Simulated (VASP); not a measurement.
Consider the following.

```yaml
crystal:
  lattice:
    - [0.00000, 2.82229, 2.82229]
    - [2.82229, 0.00000, 2.82229]
    - [2.82229, 2.82229, 0.00000]
  atoms:
    - { symbol: Mo, position: [0.00000, 0.00000, 0.00000] }
    - { symbol: Se, position: [0.25000, 0.25000, 0.25000] }
```

Level of theory: PBE GGA, VASP's PBE PAW potentials (set 64) (plane waves; VASP). Settings: 400 eV cut-off, 13×13×13 Γ-centred mesh, tetrahedra with Blöchl corrections, potentials Mo_sv Se.

Task: What does the run give for the energy per atom (σ→0), band gap (on the k-mesh) with the smallest direct gap where there is one?

Result: 
| Item | Value |
|---|---|
| band gap (on the k-mesh) | none (metal, semimetal or under 0.01 eV) |
| energy per atom (σ→0) | -6.736 eV/atom |

Only differences to runs with the same potentials and settings are physical.

The structure was generated: MoSe was put into the zinc blende type (F-43m), which need not be its known phase. It was relaxed first, which changed the volume by -29 %.
